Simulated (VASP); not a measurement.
Here is the system:

```
CELL_PARAMETERS angstrom
      0.00000     2.18000     2.18000
      2.18000     0.00000     2.18000
      2.18000     2.18000     0.00000
ATOMIC_POSITIONS crystal
  Si 0.00000 0.00000 0.00000
  C  0.25000 0.25000 0.25000
```

The numbers are results of PBE GGA, VASP's PBE PAW potentials (set 64) (plane waves; VASP), not measurements. Settings: 400 eV cut-off, 10×10×10 Γ-centred mesh, Fermi-Dirac smearing of 0.020 eV, potentials Si C.

At this cut-off the stress carries a Pulay error, which pulls relaxed volumes low.

Task: Predict the energy per atom (σ→0), pressure, band gap (on the k-mesh) with the smallest direct gap where there is one.

Result: 
The band gap (on the k-mesh) is 1.35 eV and the smallest direct gap (on the k-mesh) comes out as 4.54 eV. The energy per atom (σ→0) comes out as -7531 meV/atom and the pressure is 1.75 GPa.

The absolute energy has meaning only against runs of the same code, potentials and settings.

The structure is a typed SiC crystal (F-43m). The cell was not relaxed at this level.
